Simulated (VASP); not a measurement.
Here is the system:

```xyz
5
Lattice="3.8964 0.0000 0.0000 0.0000 3.8964 0.0000 0.0000 0.0000 3.8964" Properties=species:S:1:pos:R:3 pbc="T T T"
Sr     0.0000     0.0000     0.0000
Ti     1.9482     1.9482     1.9482
O      1.9482     0.0000     1.9482
O      0.0000     1.9482     1.9482
O      1.9482     1.9482     0.0000
```

The numbers are results of PBEsol GGA, VASP's PBE PAW potentials (set 64) (plane waves; VASP), not measurements. Run with 520 eV cut-off, Gaussian smearing of 0.050 eV, potentials Sr_sv Ti_sv O.

Question: Give the energies of bands 12 to 23 at the high-symmetry points, in eV from the valence-band maximum.

Answer: 
```json
[
 {"band": "12", "Γ": "-2.86", "X": "-4.38", "M": "-4.76", "R": "-4.71"},
 {"band": "13", "Γ": "-2.86", "X": "-2.90", "M": "-4.59", "R": "-4.22"},
 {"band": "14", "Γ": "-2.86", "X": "-2.90", "M": "-4.24", "R": "-4.22"},
 {"band": "15", "Γ": "-1.20", "X": "-2.54", "M": "-2.93", "R": "-3.80"},
 {"band": "16", "Γ": "-1.20", "X": "-2.41", "M": "-2.93", "R": "-3.80"},
 {"band": "17", "Γ": "-1.20", "X": "-2.41", "M": "-1.74", "R": "-3.80"},
 {"band": "18", "Γ": "-0.35", "X": "-2.05", "M": "-1.60", "R": "0.00"},
 {"band": "19", "Γ": "-0.35", "X": "-0.74", "M": "-1.60", "R": "0.00"},
 {"band": "20", "Γ": "-0.35", "X": "-0.74", "M": "-0.10", "R": "0.00"},
 {"band": "21", "Γ": "1.81", "X": "1.99", "M": "3.82", "R": "4.51"},
 {"band": "22", "Γ": "1.81", "X": "3.81", "M": "3.82", "R": "4.51"},
 {"band": "23", "Γ": "1.81", "X": "3.81", "M": "4.27", "R": "4.51"}
]
```

The gap is indirect, 1.81 eV, from the valence maximum at R to the conduction minimum at Γ.

Measured: gap 3.59 eV (computed value off by -1.78 eV), as given by Anna Miglio et al., npj Computational Materials (2020), arXiv:2011.12765 [zero-point renormalisation of 336 meV (experimental, the table's column) added back].

The compound is SrTiO3 in the cubic perovskite structure, the ideal cubic form; the compound distorts at low or room temperature. It was relaxed first.
